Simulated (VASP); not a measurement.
Crystal: Ba2TeS.

```
CELL_PARAMETERS angstrom
2.28130 1.31711 7.82254
-2.28130 1.31711 7.82254
0.00000 -2.63422 7.82254
ATOMIC_POSITIONS crystal
S 0.00000 0.00000 0.00000
Te 0.50000 0.50000 0.50000
Ba 0.25769 0.25769 0.25769
Ba 0.74231 0.74231 0.74231
```

The cell was built by a generator and needn't be a form met in nature.

The cell isn't the ideal one: biaxial_xy strain -4.0%.

Base run:

```yaml
Program: VASP 6.6.1
Functional: PBE
Potentials_or_basis: VASP PAW PBE potentials, release 64 (S, Te, Ba_sv)
Cutoff: 520 eV
k_mesh: 6 × 6 × 6
Occupations: fermi-dirac, width 0.02 eV
Spin: no spin polarisation
```

Its results: band gap on the k mesh 1.27 eV, indirect (least direct gap 1.64 eV); pressure 3.9 GPa.

Task: The run is repeated on the same cell with these changes: functional from PBE to r2SCAN; occupations from fermi-dirac, width 0.02 eV to gaussian, width 0.01 eV. What comes out?

Result: Band gap on the k mesh 1.60 eV, indirect (least direct gap 1.97 eV); pressure 4.1 GPa.

Caveats: spin-orbit coupling is left out, which moves the levels of the heavy elements; the PAW data sets were made with another functional, which shifts forces and pressure a little (some runs).

A k mesh can miss the band edges.
